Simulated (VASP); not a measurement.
# SiC: band structure with PBE

**The experiment to reproduce.**

“Insight into the structural, elastic and electronic properties of a new orthorhombic 6O-SiC polytype”, 2020, pmc:7200658 quotes, for a bulk crystal of SiC: band gap 2.4 eV (indirect).

The system is SiC.

```
CELL_PARAMETERS angstrom
0.00000 2.18964 2.18964
2.18964 0.00000 2.18964
2.18964 2.18964 0.00000
ATOMIC_POSITIONS crystal
Si 0.00000 0.00000 0.00000
C 0.25000 0.25000 0.25000
```

- Program: VASP 6.6.1
- Task: band structure
- Functional: PBE
- Potentials or basis: VASP PAW PBE potentials, release 64 (Si, C)
- Cutoff: 520 eV
- k mesh: 12 × 12 × 12
- Occupations: gaussian, width 1 eV
- Spin: no spin polarisation
- Further INCAR settings: ALGO = Fast; EDIFF = 1e-07

| Quantity | Value |
| --- | --- |
| Pressure | 0.0 GPa |
| Band gap on the k mesh | 1.38 eV, indirect (least direct gap 4.53 eV) |
| Band gap along the path | 1.38 eV, indirect (least direct gap 4.53 eV) |

Levels at the corners of the path, in eV from the valence-band top:
```tsv
point	band 1	band 2	band 3	band 4	band 5	band 6	band 7	band 8
Γ	-15.29	0.00	0.00	0.00	6.06	7.21	7.21	7.21
X	-10.34	-7.74	-3.15	-3.15	1.38	4.28	13.87	13.87
X	-10.34	-7.74	-3.15	-3.15	1.38	4.28	13.87	13.87
W	-10.12	-6.99	-4.92	-4.62	5.19	9.31	9.33	9.71
W	-10.12	-6.99	-4.92	-4.62	5.19	9.31	9.33	9.71
K	-10.34	-7.23	-5.46	-2.57	3.10	7.69	11.73	12.31
K	-10.34	-7.23	-5.46	-2.57	3.10	7.69	11.73	12.31
Γ	-15.29	0.00	0.00	0.00	6.06	7.21	7.21	7.21
Γ	-15.29	0.00	0.00	0.00	6.06	7.21	7.21	7.21
L	-11.77	-8.45	-1.05	-1.05	5.31	7.18	7.18	9.98
L	-11.77	-8.45	-1.05	-1.05	5.31	7.18	7.18	9.98
U	-10.34	-7.23	-5.46	-2.57	3.10	7.69	11.73	12.31
U	-10.34	-7.23	-5.46	-2.57	3.10	7.69	11.73	12.31
W	-10.12	-6.99	-4.92	-4.62	5.19	9.31	9.33	9.71
W	-10.12	-6.99	-4.92	-4.62	5.19	9.31	9.33	9.71
L	-11.77	-8.45	-1.05	-1.05	5.31	7.18	7.18	9.98
L	-11.77	-8.45	-1.05	-1.05	5.31	7.18	7.18	9.98
K	-10.34	-7.23	-5.46	-2.57	3.10	7.69	11.73	12.31
U	-10.34	-7.23	-5.46	-2.57	3.10	7.69	11.73	12.31
X	-10.34	-7.74	-3.15	-3.15	1.38	4.28	13.87	13.88
```

Run time: 12 s on 1 thread of Intel(R) Xeon(R) Platinum 8488C (Sapphire Rapids), with other jobs on the host, peak memory 0.15 GiB.

Measured gap of SiC: 2.4 eV (indirect; quoted in “Insight into the structural, elastic and electronic properties of a new orthorhombic 6O-SiC polytype”, 2020, pmc:7200658). This calculation gives 1.38 eV (-1.02 eV). The value is that of PBE, without temperature or zero-point motion. Semilocal functionals fall short of measured gaps as a rule.
